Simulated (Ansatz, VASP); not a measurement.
# Cross-check of AlFe between VASP and Ansatz, part 2 of 2

Aim: how closely do two programs agree when they are given the same cell, functional and k mesh? The cell is taken from a series of VASP runs on this material, whose earlier steps may have relaxed, scaled or displaced it; both programs get it as it stands.

VASP 6.6.1 and Ansatz 0.2.0.

So far: Starting point; VASP: relaxation of cell and atoms, LDA.

## 3. Ansatz: relaxation of cell and atoms, LDA

Level of this step: Ansatz beside VASP: Kohn-Sham DFT, plane waves, LDA (Ansatz).

Ansatz runs on its default PAW (the set named soft_2) files.

The same cell, functional (in two slightly different forms), mesh and smearing now go to Ansatz, which takes its cutoff from its data sets.

input.yaml

```yaml
crystal:
  lattice:
    - [2.8132671463, 0.0, 0.0]
    - [0.0, 2.8132671463, 0.0]
    - [0.0, 0.0, 2.8132671463]
  atoms:
    - { symbol: Fe, position: [0.5, 0.5, 0.5], spin: 3.0 }
    - { symbol: Al, position: [0.0, 0.0, 0.0] }
hamiltonian:
  xc: lda
  pseudopotentials: { kind: paw }
magnetization:
  spin_polarized: true
kpoints:
  mp_grid: { grid: [16, 16, 16] }
scf:
  occupations: { method: methfessel_paxton, width: 0.15 }
relax:
  f_tol: 0.01
  max_steps: 60
  cell: { stress_tol: 0.05 }
output:
  forces: true
  stress: true
  write_density: true
  write_potential: true
  elf: true
  volumetric_format: npy
```

On the command line:

```
$ ansatz run input.yaml --threads 4 --pin off --max-ram 9216MiB --backend cpu --events-out ev --progress --plain --runs-dir out
```

Numbers of over 12 decimals in the logs are rounded to 6 here.

The program printed:

```text
Engine: ansatz 0.2.0, aarch64-unknown-linux-gnu
Pseudopotentials: kind: paw
Pseudopotential: Fe, paw, valence charge 16, recommended cutoff 420 eV (normal), Fe.paw.azcp
Pseudopotential: Al, paw, valence charge 3, recommended cutoff 420 eV (normal), Al.paw.azcp
Functional definition: SPW92
  exchange = slater_x
  correlation = pw_c
Crystal: 2 atoms, lattice volume = 22.266 Å³
Basis set: ecut = 420 eV, 461 PW (Γ)
Bands: 15, of which v1, the nominal top of the filled ones, is band 10 counted from 1 (9 counted from 0)
Symmetry: 48 space group operations
Space group: Pm-3m (ITA 221), of the structure as read, at distance tolerance 2.8e-5 Å
Magnetic group: BNS 221.92 (UNI 1594), of the structure as read, at distance tolerance 2.8e-5 Å
k-points: 165 of 4096
Non-local potential: Fe, projectors of the file, l = 0: 3, l = 1: 2, l = 2: 3, l = 3: 1
Non-local potential: Al, projectors of the file, l = 0: 2, l = 1: 2, l = 2: 1
PAW form: soft (Blöchl's): semilocal exchange-correlation on the pseudo side does not see the compensation charge
PAW frozen core: Fe, regenerated for the run's functional, and the local potential with it (the file was generated under x = pbe(κ = 0.804, μ = 0.219515), c = pbe(β = 0.066725))
PAW frozen core: Al, regenerated for the run's functional, and the local potential with it (the file was generated under x = pbe(κ = 0.804, μ = 0.219515), c = pbe(β = 0.066725))
PAW one-centre angular grid: Fe, 590 points (default); XC on 64 Gauss nodes
PAW one-centre angular grid: Al, 110 points (default); XC on 64 Gauss nodes
Initial density: superposition of atomic densities (chi_scale 0.1, normalization cell)
Starting moments: Σ|m| = 3 μB on 1 of 2 sites
Initial wavefunctions: pseudopotential atomic-orbital guess
Functional: x = slater, c = lda
SCF iter   1: F=—  HF=-4932.550241 eV  |F-HF|=—  |Δ(HF+E_count)|=         —  Δρ=8.91e-2 (↑8.91e-2 ↓3.20e-2)  dr2=1.85e0  dr2_m=2.87e-1  M=2.218 μB ∫|m|=2.442 μB  β_m=0.30  ethr=3.10e-3  ⟨swp⟩=4.2  Hψ=22259  notcnv=0
Mixer restart at iter 1: flushing history
preconditioner: auto → none  [metal: Δε(μ)=0.008 eV  Ē_g=9.664 eV  σ=0.150 eV  W_gap=0.03  n_scr=6 (ndim 8)  ℏωp=26.1 eV  f_vac=0.000  D(μ)=2.51/eV (n_scr^D=32)  sad-step TF]
SCF iter   2: F=—  HF=-4931.919368 eV  |F-HF|=—  |Δ(HF+E_count)|=   6.31e-1  Δρ=3.60e-2 (↑3.60e-2 ↓2.65e-2)  dr2=1.46e-1  dr2_m=1.69e-1  M=2.139 μB ∫|m|=2.372 μB  β_m=0.37  ethr=3.10e-3  ⟨swp⟩=2.8  Hψ=11478  notcnv=0  defer=237
SCF iter   3: F=—  HF=-4933.329656 eV  |F-HF|=—  |Δ(HF+E_count)|=         —  Δρ=1.70e-1 (↑1.70e-1 ↓1.08e-1)  dr2=7.02e-1  dr2_m=3.87e0  M=0.863 μB ∫|m|=0.954 μB  β_m=1.00  ethr=7.66e-4  ⟨swp⟩=2.6  Hψ=7930  notcnv=0  defer=240
Mixer restart at iter 3: flushing history
SCF iter   4: F=—  HF=-4935.547375 eV  |F-HF|=—  |Δ(HF+E_count)|=    2.22e0  Δρ=1.59e-1 (↑1.50e-1 ↓1.59e-1)  dr2=1.66e1  dr2_m=1.40e-2  M=0.753 μB ∫|m|=0.869 μB  β_m=0.37  ethr=2.63e-4  ⟨swp⟩=3.8  Hψ=14723  notcnv=0  defer=284
SCF iter   5: F=—  HF=-4935.750217 eV  |F-HF|=—  |Δ(HF+E_count)|=   2.03e-1  Δρ=1.61e-1 (↑1.61e-1 ↓7.18e-2)  dr2=8.54e0  dr2_m=4.43e-1  M=0.362 μB ∫|m|=0.410 μB  β_m=0.29  ethr=2.63e-4  ⟨swp⟩=4.0  Hψ=18080  notcnv=0  defer=319
SCF iter   6: F=—  HF=-4933.623129 eV  |F-HF|=—  |Δ(HF+E_count)|=    2.13e0  Δρ=1.06e-2 (↑1.04e-2 ↓1.06e-2)  dr2=1.28e-2  dr2_m=1.89e-2  M=0.674 μB ∫|m|=0.745 μB  β_m=0.38  ethr=2.63e-4  ⟨swp⟩=3.1  Hψ=14316  notcnv=0  defer=356
SCF iter   7: F=—  HF=-4933.656556 eV  |F-HF|=—  |Δ(HF+E_count)|=   3.34e-2  Δρ=1.18e-2 (↑3.08e-3 ↓1.18e-2)  dr2=2.50e-2  dr2_m=9.62e-3  M=0.658 μB ∫|m|=0.727 μB  β_m=0.43  ethr=6.73e-5  ⟨swp⟩=3.0  Hψ=11414  notcnv=0  defer=343
SCF iter   8: F=—  HF=-4933.679170 eV  |F-HF|=—  |Δ(HF+E_count)|=   2.26e-2  Δρ=4.55e-3 (↑2.89e-3 ↓4.55e-3)  dr2=5.27e-4  dr2_m=2.73e-3  M=0.637 μB ∫|m|=0.700 μB  β_m=0.72  ethr=6.73e-5  ⟨swp⟩=2.0  Hψ=7687  notcnv=0  defer=344
SCF iter   9: F=—  HF=-4933.679446 eV  |F-HF|=—  |Δ(HF+E_count)|=   2.76e-4  Δρ=2.75e-3 (↑1.86e-3 ↓2.75e-3)  dr2=1.82e-4  dr2_m=1.05e-3  M=0.633 μB ∫|m|=0.694 μB  β_m=0.66  ethr=2.77e-6  ⟨swp⟩=2.5  Hψ=8609  notcnv=0  defer=343
SCF iter  10: F=—  HF=-4933.679372 eV  |F-HF|=—  |Δ(HF+E_count)|=   7.39e-5  Δρ=1.05e-3 (↑1.05e-3 ↓9.49e-4)  dr2=1.09e-5  dr2_m=1.99e-4  M=0.629 μB ∫|m|=0.689 μB  β_m=0.83  ethr=9.57e-7  ⟨swp⟩=2.2  Hψ=6986  notcnv=0  defer=345
SCF iter  11: F=—  HF=-4933.679352 eV  |F-HF|=—  |Δ(HF+E_count)|=   2.04e-5  Δρ=1.57e-4 (↑1.37e-4 ↓1.57e-4)  dr2=2.88e-7  dr2_m=4.19e-6  M=0.629 μB ∫|m|=0.687 μB  β_m=0.91  ethr=5.76e-8  ⟨swp⟩=2.3  Hψ=7583  notcnv=0  defer=344
SCF iter  12: F=—  HF=-4933.667665 eV  |F-HF|=—  |Δ(HF+E_count)|=         —  Δρ=1.41e-3 (↑1.41e-3 ↓1.23e-3)  dr2=7.99e-6  dr2_m=3.53e-4  M=0.645 μB ∫|m|=0.703 μB  β_m=0.91  ethr=1.51e-9  ⟨swp⟩=2.5  Hψ=8148  notcnv=0  defer=344
Mixer restart at iter 12: flushing history
iteration 12: the input's own smearing fills from here on; a Gaussian of 0.15 eV has filled iterations ahead of it
SCF iter  13: F=—  HF=-4933.667766 eV  |F-HF|=—  |Δ(HF+E_count)|=   1.01e-4  S|Δr|=    0.00e0  Δρ=1.15e-3 (↑1.90e-4 ↓1.15e-3)  dr2=1.95e-4  dr2_m=8.44e-5  M=0.650 μB ∫|m|=0.709 μB  β_m=0.96  ethr=1.51e-9  ⟨swp⟩=3.2  Hψ=9551  notcnv=0  defer=344
SCF iter  14: F=—  HF=-4933.668481 eV  |F-HF|=—  |Δ(HF+E_count)|=   7.15e-4  S|Δr|=    0.00e0  Δρ=2.85e-3 (↑2.85e-3 ↓2.48e-3)  dr2=5.14e-3  dr2_m=7.86e-6  M=0.649 μB ∫|m|=0.710 μB  β_m=0.39  ethr=1.51e-9  ⟨swp⟩=4.3  Hψ=12614  notcnv=0  defer=344  recentre
SCF iter  15: F=—  HF=-4933.667756 eV  |F-HF|=—  |Δ(HF+E_count)|=   7.24e-4  S|Δr|=    0.00e0  Δρ=2.34e-4 (↑2.18e-4 ↓2.34e-4)  dr2=1.99e-7  dr2_m=1.02e-5  M=0.652 μB ∫|m|=0.712 μB  β_m=0.71  ethr=1.51e-9  ⟨swp⟩=4.0  Hψ=12464  notcnv=0  defer=344
SCF iter  16: F=—  HF=-4933.667759 eV  |F-HF|=—  |Δ(HF+E_count)|=   2.88e-6  S|Δr|=    0.00e0  Δρ=1.59e-5 (↑1.59e-5 ↓8.39e-6)  dr2=4.75e-8  dr2_m=1.94e-8  M=0.653 μB ∫|m|=0.714 μB  β_m=0.85  ethr=5.26e-10  ⟨swp⟩=7.7  Hψ=25426  notcnv=0
SCF iter  17: F=-4933.667759 eV  HF=-4933.667759 eV  |F-HF|=8.90e-10  |Δ(HF+E_count)|=   1.67e-8  S|Δr|=    0.00e0  Δρ=3.41e-6 (↑3.41e-6 ↓2.02e-6)  dr2=1.78e-9  dr2_m=1.08e-9  M=0.653 μB ∫|m|=0.714 μB  ethr=2.50e-10  ⟨swp⟩=5.8  Hψ=19809  notcnv=0
SCF 1 converged in 17 iterations: F = -4933.667759 eV  dr2 = 1.78e-9
  greatest PAW one-centre occupation: 1.002 electrons in one spin orbital (limit 2), on the Fe atom at site 0 (counted from 0), in its partial waves of l = 1
relax step   1: F+E_penalty+E_count = -4933.66775931 eV  Δ(F+E_penalty+E_count) = +0.000e0 eV  max|allowed force component| = 5.284e-29 eV/Å  Δτ_max = 0.0000 Å  P = +0.517 GPa  Ω = 22.266 Å³  (17 SCF iters, dr2 threshold 1.00e-7 eV, accepted)
[...]
relax step   2: F+E_penalty+E_count = -4933.66780663 eV  Δ(F+E_penalty+E_count) = -4.732e-5 eV  max|allowed force component| = 9.491e-30 eV/Å  Δτ_max = 0.0000 Å  P = +0.219 GPa  Ω = 22.297 Å³  energy of the carried Pulay correction = -2.599e-5 eV  (6 SCF iters, dr2 threshold 2.00e-7 eV, accepted)
[...]
relax step   3: F+E_penalty+E_count = -4933.66780359 eV  Δ(F+E_penalty+E_count) = +3.041e-6 eV  max|allowed force component| = 2.570e-29 eV/Å  Δτ_max = 0.0000 Å  P = +0.001 GPa  Ω = 22.321 Å³  energy of the carried Pulay correction = -4.517e-5 eV  (6 SCF iters, dr2 threshold 1.20e-7 eV, accepted)
[...]
relax step   4: F+E_penalty+E_count = -4933.66785236 eV  Δ(F+E_penalty+E_count) = -4.877e-5 eV  max|allowed force component| = 3.175e-29 eV/Å  Δτ_max = 0.0000 Å  P = +0.005 GPa  Ω = 22.321 Å³  stress off target by 5.46e-3 GPa  SCF on the basis re-selected at this cell (its energy is not comparable with the rows above)  (5 SCF iters)
basis re-selected at this cell: Δ(F+E_penalty+E_count) = -4.877e-5 eV, ΔP = +0.005 GPa vs the last step (what re-selecting the basis moved, of the pressure what is left beyond the Pulay correction that the steps carried, after the strain that the cell walked since its last selection, with what the two solves' SCF thresholds leave and, on support functions, any second-order correction that the steps lacked; it is no m [...]
SCF converged after 5 iterations
Stability not checked: this state was not tested for a lower state beside it, because cold or Methfessel-Paxton smearing, or corrected tetrahedra, fill the levels in a way that the test cannot read (fill_not_monotonic; see scf.lower_state_search)
Magnetization: 0.6538 μB (9.8269 up, 9.1731 down)
Absolute magnetization: 0.7158 μB (∫|ρ↑−ρ↓|, with the PAW one-centre terms)
Spin contamination: 0.0047 ħ² per cell (⟨S²⟩ above its minimum at these occupations)
Per-site moments (μB) at R_I (Å): [(0.662313, 1.005834), (-0.017195, 1.005834)]
Free energy (F): -4933.667852 eV
Harris-Foulkes:  -4933.667852 eV  (|F-HF|=7.28e-12)
Internal energy: -4933.669166 eV  (E = F + TS)
E sigma→0 (E₀):  -4933.668181 eV
Entropy (-TS):   0.001314 eV (0.657 meV/atom)
Fermi energy:    14.747775 eV
Step filling:    the computed levels leave a gap of 0.0005 eV = 0.0 smearing widths at the electron count; against every level under it full and every level over it empty, smearing changes F+E_penalty+E_count by -0.336 meV and its σ→0 estimate by -0.665 meV
--- Per-component energies (eV) ---
  E_band       = -231.236573
  E_kinetic    = 385.887895
  E_local      = -2684.986360  (includes V_loc(G=0)·N_el)
  E_nonlocal   = 231.075458
  E_hartree    = 1162.730144
  E_xc         = -160.124858
  E_vxc        = -185.571235  (∫ρ·V_xc dr)
  E_paw        = -1749.194984  (= ΣΔE_a)
  E_vpaw       = -303.103711  (= ΣTr[D̂ρ^β])
  E_aug_tail   = 0.000921  (compensation charges beyond the density's cutoff)
  E_ewald      = -2119.514635
  E_core_change = 0.457252  (= ΣΔE_core)
  E_smearing   = 0.001314  (= −TS)
  E_closure    = 0.000000  (closes the sum)
  Σ components = -4933.667852   (vs F -4933.667852, Δ=0.00e0)
--- Forces (eV/Å), atoms counted from 1 ---
  atom   1  Fe     0.00000000     0.00000000     0.00000000
  atom   2  Al    -0.00000000    -0.00000000    -0.00000000
  max |Σ_I F_I| component: 6.27e-29 eV/Å
--- Stress (GPa, compression-positive) ---
        0.005460       0.000000      -0.000000
        0.000000       0.005460      -0.000000
       -0.000000      -0.000000       0.005460
  P = ⅓ Tr σ = 0.0055 GPa (0.055 kbar)
--- Band table (eV; the first three rows and the last of 330) ---
  k-point 0 ↑: bands = [... 6 lower, 12.0162, 14.5293, 14.5293, 14.5293, 21.4471, 21.4471, 21.4471, 24.4371, ... 1 higher]
  k-point 1 ↑: bands = [... 6 lower, 12.0398, 14.4801, 14.4801, 14.5346, 20.7560, 21.5589, 21.5589, 24.4103, ... 1 higher]
  k-point 2 ↑: bands = [... 6 lower, 12.1079, 14.3452, 14.3452, 14.5496, 19.4805, 21.8818, 21.8818, 24.3315, ... 1 higher]
  k-point 164 ↓: bands = [... 6 lower, 11.3267, 15.8850, 15.8850, 17.9224, 17.9224, 17.9224, 19.4882, 21.6046, ... 1 higher]
--- Relaxed structure (3 steps of the walk, 3 accepted, 1 SCFs on fresh bases) ---
  F+E_penalty+E_count = -4933.66785236 eV   max|allowed force component| = 3.175e-29 eV/Å   (the final SCF, on the basis selected at the relaxed cell)
  cell:  # Å, volume = 22.3211 Å³
    - [2.815604, 0, 0]
    - [0, 2.815604, 0.0]
    - [0, 0.0, 2.815604]
  atoms:
    - { symbol: Fe, position: [0.500000, 0.500000, 0.500000] }
    - { symbol: Al, position: [0, 0, 0] }
```

The job ended after 7.2 s (4 threads of Arm Neoverse V2, shared host; peak memory 0.39 GiB; 26 s of CPU time).

## 4. Side by side

Known differences besides the potentials themselves: the two LDA forms differ slightly; both relaxations stop at a tolerance, which leaves soft axes loose, and VASP keeps its plane-wave basis; the data sets hold 19 valence electrons in Ansatz (default PAW (the set named soft_2) files) and 11 in VASP; the cutoff is 420 eV in Ansatz and 450 eV in VASP; VASP's log shows a relativistic correction to its local exchange, Ansatz's none; Ansatz adds a Pulay correction to the stress that steers its cell, VASP none; site moments are counted in spheres of each program's own size. Total energies have different zeros and are not compared.

Compared:

| quantity | Ansatz | VASP | difference |
| --- | --- | --- | --- |
| volume (Å³) | 22.32 | 22.36 | -0.16 % |
| edge a after relaxation, in the typed setting (Å) | 2.816 | 2.817 | -0.05 % |
| total moment (μB) | 0.65 | 0.64 | +0.01 |
| moment on Fe1 (μB) | 0.66 | 0.65 | +0.01 |

The walks stopped with 0.01 GPa left in Ansatz and 0.02 GPa in VASP; each walk ends within a tolerance, so the volume difference is uncertain by about these residues over the bulk modulus, most in soft cells.

## 5. Outcome

```
difference in volume (relaxation of cell and atoms, LDA) : -0.16 %
```

The difference in volume is -0.16 % (relaxation of cell and atoms, LDA), within the 1.2 % picked in this series as the mark of a large difference, as far as the stopping tolerances let one tell. How closely two codes agree says nothing of how well the functional describes the real material.

[Lines on the potential files, build, host, timing and source positions are cut from VASP's logs without a mark.]

[Logs are printed without paths, hosts, clocks, repeated set-up lines and the standing remarks that a program may print on its own settings, such as how far it seeks lower states.]

[Hosts, paths, dates, database ids (printed as entryN), source tags and the programs' standing remarks are cut or masked in the printed files.]
